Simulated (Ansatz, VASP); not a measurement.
# Cross-check of Mo (Mo(100)-(2x1) missing row) between VASP and Ansatz, part 3 of 3

Wanted: the spread between two codes on one cell, functional and k mesh. Of the first pair: The structure shown is the start of the Ansatz relaxation below; VASP solves that cell, so the two are compared at the walk's first step.

VASP 6.6.1 and Ansatz 0.2.0.

So far. Step 4 (Comparison): The forces differ by 11 meV/Å r.m.s., which is 1.4 % of the r.m.s. force of 0.836 eV/Å (both taken over all components). With vacuum in the cell, a pressure given here is an average over mostly empty space and none of the material. Step 7 (Differences): The forces differ by 15 meV/Å r.m.s., which is 2.7 % of the r.m.s. force of 0.559 eV/Å (both taken over all components). With vacuum in the cell, a pressure given here is an average over mostly empty space and none of the material.

**8. VASP: single point, PBE, pair 3**

Level of this step: PBE; plane waves and PAW (Mo_sv) (VASP).

With cell and atoms fixed, the geometry can't cause a difference; cores, projectors, grids and the points listed under the comparison can.

The input, INCAR:

```
SYSTEM = Mo
PREC = Accurate
ENCUT = 400
EDIFF = 1E-06
NELM = 120
ISMEAR = -1
SIGMA = 0.05
LREAL = .FALSE.
ALGO = Normal
GGA = PE
NBANDS = 78
LASPH = .TRUE.
LORBIT = 11
LWAVE = .FALSE.
LCHARG = .FALSE.
ISIF = 2
LDIPOL = .TRUE.
IDIPOL = 3
DIPOL = 0.5 0.5 0.484
LVHAR = .TRUE.
GGA_COMPAT = .FALSE.
NELMDL = -8
KPAR = 2
```

The input, POSCAR:

```
Mo
1.0
    6.3000000000      0.0000000000      0.0000000000
    0.0000000000      3.1500000000      0.0000000000
    0.0000000000      0.0000000000     23.3000000000
Mo
9
Direct
    0.0000000000      0.0000000000      0.3648068670
    0.5000000000      0.0000000000      0.3648068670
    0.2500000000      0.5000000000      0.4324034335
    0.7500000000      0.5000000000      0.4324034335
    0.0000000000      0.0000000000      0.4997204874
    0.5000000000      0.0000000000      0.5013723817
    0.2445460072      0.5000000000      0.5673967833
    0.7554539928      0.5000000000      0.5673967833
    0.0000000000      0.0000000000      0.6242961898
```

The input, KPOINTS:

```
Automatic mesh
0
Gamma
10 20 1
0 0 0
```

The projector-augmented-wave data sets are Mo_sv (PBE family, release 64).

Launch:

```sh
$ mpirun -np 2 vasp_std
```

Numbers of over 12 decimals in the logs are rounded to 6 here.

Log:

```text
[... set-up lines as in an earlier step ...]
 entering main loop
       N       E                     dE             d eps       ncg     rms          rms(c)
DAV:   1     0.101208998953E+04    0.10121E+04   -0.73836E+04 15144   0.118E+03
DAV:   2    -0.570229913033E+02   -0.10691E+04   -0.10367E+04 11936   0.381E+02
DAV:   3    -0.969830265021E+02   -0.39960E+02   -0.37975E+02 13022   0.592E+01
DAV:   4    -0.989465442325E+02   -0.19635E+01   -0.19066E+01 14272   0.926E+00
[...]
DAV:  34    -0.900332998192E+02   -0.37119E-05   -0.15934E-07  7202   0.672E-04    0.348E-04
DAV:  35    -0.900333009764E+02   -0.11571E-05   -0.41500E-08  6482   0.641E-04    0.254E-04
DAV:  36    -0.900333017760E+02   -0.79966E-06   -0.36742E-08  6566   0.375E-04
   1 F= -.90033302E+02 E0= -.89991967E+02  d E =-.826695E-01
```

Parts of OUTCAR (step 8):

```text
  Total       -9.3294692    -10.4015169     -5.3385192      0.0000000      0.0000000      0.0000000
  in kB      -32.3266346    -36.0412827    -18.4979825      0.0000000      0.0000000      0.0000000
  external PRESSURE =     -28.9552999 kB  Pullay stress =       0.0000000 kB

 POSITION                                       TOTAL-FORCE (eV/Angst)
 -----------------------------------------------------------------------------------
      0.00000      0.00000      8.50000         0.000000      0.000000      1.583313
      3.15000      0.00000      8.50000         0.000000      0.000000      1.356897
      1.57500      1.57500     10.07500         0.182872      0.000000     -1.514440
      4.72500      1.57500     10.07500        -0.182872      0.000000     -1.514440
      0.00000      0.00000     11.64349         0.000000      0.000000      0.002964
      3.15000      0.00000     11.68198         0.000000      0.000000      0.064885
      1.54064      1.57500     13.22035        -0.031337      0.000000     -0.007804
      4.75936      1.57500     13.22035         0.031337     -0.000000     -0.007804
      0.00000      0.00000     14.54610         0.000000      0.000000      0.036429
 -----------------------------------------------------------------------------------
    total drift:                                0.000000      0.000000     -0.000790

  FREE ENERGIE OF THE ION-ELECTRON SYSTEM (eV)
  ---------------------------------------------------
  free  energy   TOTEN  =       -90.0333017760 eV

  energy  without entropy=      -89.9506322849  energy(sigma->0) =      -89.99196703

[... 1 part as in an earlier step ...]

[... 2 further parts left out ...]
[key lines of the parts left out:]
E-fermi :   1.2053
```

**9. Ansatz: single point, PBE, pair 3**

The same cell, functional, mesh and smearing now go to Ansatz, which takes its cutoff from its data sets.

The cell is taken from a series of runs on this material, whose earlier steps may have relaxed, scaled, displaced or heated it; both programs get it as it stands.

The input, input.yaml:

```yaml
crystal:
  lattice:
    - [6.3, 0.0, 0.0]
    - [0.0, 3.15, 0.0]
    - [0.0, 0.0, 23.3]
  atoms:
    - { symbol: Mo, position: [0.0, 0.0, 0.364806867] }
    - { symbol: Mo, position: [0.5, 0.0, 0.364806867] }
    - { symbol: Mo, position: [0.25, 0.5, 0.4324034335] }
    - { symbol: Mo, position: [0.75, 0.5, 0.4324034335] }
    - { symbol: Mo, position: [0.0, 0.0, 0.4997204874] }
    - { symbol: Mo, position: [0.5, 0.0, 0.5013723817] }
    - { symbol: Mo, position: [0.2445460072, 0.5, 0.5673967833] }
    - { symbol: Mo, position: [0.7554539928, 0.5, 0.5673967833] }
    - { symbol: Mo, position: [0.0, 0.0, 0.6242961898] }
kpoints:
  mp_grid: { grid: [10, 20, 1] }
hamiltonian:
  xc: pbe
scf:
  occupations: { method: fermi_dirac, width: 0.05 }
  convergence: { dr2_threshold: 1.0e-09 }
  n_extra_bands: 20
efield:
  axis: 3
  dipole_correction: true
  ramp_position: 0.97
  ramp_width: 0.06
output:
  band_densities:
    - { e_range: [-0.05, 0] }
    - { e_range: [-0.4, 0] }
    - { e_range: [-1.2, 0] }
    - { e_range: [0, 0.05] }
    - { e_range: [0, 0.4] }
    - { e_range: [0, 1.2] }
    - { e_range: [-2.0, -1.8] }
    - { e_range: [-1.8, -1.6] }
    - { e_range: [-1.6, -1.4] }
    - { e_range: [-1.4, -1.2] }
    - { e_range: [-1.2, -1.0] }
    - { e_range: [-1.0, -0.8] }
    - { e_range: [-0.8, -0.6] }
    - { e_range: [-0.6, -0.4] }
    - { e_range: [-0.4, -0.2] }
    - { e_range: [-0.2, 0.0] }
    - { e_range: [0.0, 0.2] }
    - { e_range: [0.2, 0.4] }
    - { e_range: [0.4, 0.6] }
    - { e_range: [0.6, 0.8] }
    - { e_range: [0.8, 1.0] }
    - { e_range: [1.0, 1.2] }
    - { e_range: [1.2, 1.4] }
    - { e_range: [1.4, 1.6] }
    - { e_range: [1.6, 1.8] }
    - { e_range: [1.8, 2.0] }
  band_residual_tolerance: 0.0001
  dos: { projected: true, e_range: [-5, 4] }
  write_potential: true
  write_density: true
  volumetric_format: npy
```

Launch:

```sh
$ ansatz run input.yaml --threads 4 --pin off --max-ram 6144MiB --backend cpu --events-out ev --progress --plain --runs-dir out
```

Log:

```text
[...]
Crystal: 9 atoms, lattice volume = 462.388 Å³
Basis set: ecut = 420 eV, 9091 PW (Γ)
Bands: 83, of which v1, the nominal top of the filled ones, is band 63 counted from 1 (62 counted from 0)
Symmetry: 4 space group operations
[...]
k-points: 66 of 200
[...]
e_range: [1.2, 1.4]                           3.330000             3.4e-5           0
  e_range: [1.4, 1.6]                           4.000000             3.5e-5           0
  e_range: [1.6, 1.8]                           2.770000             2.5e-5           0
  e_range: [1.8, 2]                             2.610000             2.9e-5           0
[key lines of the parts left out:]
SCF converged after 11 iterations
Free energy (F): -44595.754300 eV
Fermi energy:    3.799173 eV
Dipole field:    D = 0.007107 V/Å  (p = 0.018162 e·Å, saw-weighted, corrected)
Work function:   Φ+ = 3.7314 eV   Φ− = 3.8971 eV
```

**10. Differences**

Both answers:

```
                                   quantity  Ansatz  VASP  difference
 work function, lower of the two faces (eV)    3.73  3.73        0.00
work function, higher of the two faces (eV)    3.90  3.90        0.00
```

With vacuum in the cell, a pressure given here is an average over mostly empty space and none of the material.

**11. Summary of results**

- r.m.s. force difference (single point, PBE, start cell, pair 1): 1.4 % of the r.m.s. force
- r.m.s. force difference (single point, PBE, relaxed cell, pair 2): 2.7 % of the r.m.s. force
- difference in work function, lower of the two faces (single point, PBE, pair 3): 0.0028 eV

The r.m.s. force difference is 2.7 % of the r.m.s. force (single point, PBE, relaxed cell, pair 2), within the 3 % picked in this series as the mark of a large difference. How closely two codes agree says nothing of how well the functional describes the real material.

[Lines on the potential files, build, host, timing and source positions are cut from VASP's logs without a mark.]

[Logs are printed without paths, hosts, clocks, repeated set-up lines and the standing remarks that a program may print on its own settings, such as how far it seeks lower states.]

[Hosts, paths, dates, database ids (printed as entryN), source tags and the programs' standing remarks are cut or masked in the printed files.]
